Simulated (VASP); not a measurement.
Energy against volume of PbSe (rock salt). Calculation: PBEsol GGA, VASP's PBE PAW potentials (set 64) (plane waves; VASP). Numerical set-up: 520 eV cut-off, 8×8×8 Γ-centred mesh, Gaussian smearing of 0.050 eV, potentials Pb_d Se.

| V (Å³/atom) | E (eV/atom) |
|---|---|
| 27.522 | -4.45360 |
| 28.374 | -4.45878 |
| 29.225 | -4.45529 |
| 30.076 | -4.44444 |

Fit these four points and predict the energy of the run at 26.671 Å³/atom.

A cubic in V^(−2/3), the third-order Birch-Murnaghan form, passes through the four points with V0 = 28.43 Å³/atom and B0 = 54 GPa, and gives -4.4382 eV/atom there. The run gave -4.4387 eV/atom, -0.5 meV/atom from the fit; all five points give B0 = 53 GPa.

The compound is PbSe in the rock salt structure. It was relaxed first.
